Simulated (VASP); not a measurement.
Input of a VASP 6.6.1 run:

Contents of INCAR:

```
SYSTEM = Ba2Tl5V3O12
PREC = Accurate ; ENCUT = 520
EDIFF = 1E-6 ; ISMEAR = -1
SIGMA = 0.05 ; LREAL = .FALSE.
LASPH = .TRUE. ; NELM = 120
ALGO = Normal ; ISIF = 2
LWAVE = .FALSE. ; LCHARG = .FALSE.
ISPIN = 2 ; MAGMOM = 0 0 2 2 2 0 0 0 0 0 0 0 0 0 0 0 0 0 0 0 0 0
LORBIT = 11 ; LMAXMIX = 4
GGA = PE ; NBANDS = 119
KPAR = 4
```

KPOINTS

```
Automatic mesh
0
G
  4 4 4
  0 0 0
```

File POSCAR:

```
Ba2Tl5V3O12                             
1.0
    8.1745116815     -0.0000338608     -0.0000587586
   -4.0872901776      7.0793249080      0.0000587587
   -0.0000500243      0.0000288816      6.9775766219
  Ba              V               Tl              O             
     2     3     5    12
Direct
     0.9999997882504079    0.0000002117495919    0.2357925443487363
     0.0000002117495922    0.9999997882504081    0.7642074556512636
     0.5000000000000000    0.0000000000000000    1.0000000000000000
     0.0000000000000000    0.5000000000000000    1.0000000000000000
     0.5000000000000000    0.5000000000000000    1.0000000000000000
     0.5000000000000000    0.0000000000000000    0.5000000000000000
     0.0000000000000000    0.5000000000000000    0.5000000000000000
     0.5000000000000000    0.5000000000000000    0.5000000000000000
     0.3333329668405101    0.6666670331594927    0.2239481635481002
     0.6666670331594899    0.3333329668405072    0.7760518364518999
     0.3399865741709561    0.3433357708513068    0.8155242874713005
     0.6566621203167180    0.9966495413700490    0.8155266839969398
     0.0033504985110560    0.6600149016605215    0.8155239340026847
     0.3433357708510395    0.3399865741700534    0.1844757125287050
     0.9966495413709611    0.6566621203173566    0.1844733160030523
     0.6600149016598750    0.0033504985113191    0.1844760659973178
     0.6600134258290440    0.6566642291486930    0.1844757125286996
     0.3433378796832821    0.0033504586299510    0.1844733160030603
     0.9966495014889439    0.3399850983394785    0.1844760659973153
     0.6566642291489604    0.6600134258299467    0.8155242874712950
     0.0033504586290390    0.3433378796826435    0.8155266839969475
     0.3399850983401250    0.9966495014886809    0.8155239340026821
```

The input KPOINTS_OPT:

```
path GMKGALHA,LM,KH
15
line-mode
reciprocal
 0.0000000000  0.0000000000  0.0000000000  G
 0.5000000000  0.0000000000  0.0000000000  M

 0.5000000000  0.0000000000  0.0000000000  M
 0.3333333333  0.3333333333  0.0000000000  K

 0.3333333333  0.3333333333  0.0000000000  K
 0.0000000000  0.0000000000  0.0000000000  G

 0.0000000000  0.0000000000  0.0000000000  G
 0.0000000000  0.0000000000  0.5000000000  A

 0.0000000000  0.0000000000  0.5000000000  A
 0.5000000000  0.0000000000  0.5000000000  L

 0.5000000000  0.0000000000  0.5000000000  L
 0.3333333333  0.3333333333  0.5000000000  H

 0.3333333333  0.3333333333  0.5000000000  H
 0.0000000000  0.0000000000  0.5000000000  A

 0.5000000000  0.0000000000  0.5000000000  L
 0.5000000000  0.0000000000  0.0000000000  M

 0.3333333333  0.3333333333  0.0000000000  K
 0.3333333333  0.3333333333  0.5000000000  H
```

Potentials or basis: VASP PAW PBE potentials, release 64 (Ba_sv, V_sv, Tl_d, O).

Command:

```console
$ cat potpaw_PBE.64/Ba_sv/POTCAR potpaw_PBE.64/V_sv/POTCAR potpaw_PBE.64/Tl_d/POTCAR potpaw_PBE.64/O/POTCAR > POTCAR
$ mpirun -np 4 vasp_std > vasp.out
```

(1) What does it give for the net moment?

(2) Predict the band gap along the path.

(3) Predict the pressure.

## Answers

(1) 0.00 μB per cell.

(2) none (metal or under the smearing width).

(3) 0.1 GPa.

Caveat: spin-orbit coupling is left out, which moves the levels of the heavy elements; semilocal functionals often make such compounds metallic where correlation or magnetic order opens a gap, which also shifts bond lengths.
